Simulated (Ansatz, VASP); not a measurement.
# One calculation of Si3Br2, two programs

```xyz
5
Lattice="4.2417 2.4490 2.1359 -4.2417 2.4490 2.1359 0.0000 -4.8979 2.1359" Properties=species:S:1:pos:R:3 pbc="T T T"
Si   -2.1209    1.2245    1.0679
Si    2.1209    1.2245    1.0679
Si    0.0000   -2.4490    1.0679
Br    0.0000    0.0000    4.6972
Br    0.0000    0.0000    1.7105
```

Change from the starting cell: ordered vacancies on the cation sites of cuprite (R-3m, No. 166).

Alike in both runs: functional PBE; k mesh 12 × 12 × 12; occupations gaussian, width 0.1 eV; no spin polarisation.

Ansatz relaxed the structure, and its values are those at the end. VASP's run is a single point on that final structure, the one shown.

```csv
,VASP,Ansatz
version,VASP 6.6.1,Ansatz 0.2.0
potentials or method,"VASP PAW PBE potentials, release 64 (Si, Br)","scalar-relativistic, plane waves, PAW"
plane-wave cutoff (eV),520,420
valence electrons in the cell,26,26
```

|  | VASP | Ansatz | Ansatz less VASP |
| --- | --- | --- | --- |
| gap on the k mesh at the Fermi level (eV) | none | none | - |
| pressure (GPa) | 0.0 | 0.0 | -0.02 |

A gap of «none» marks a metal or a gap that the smearing closes.
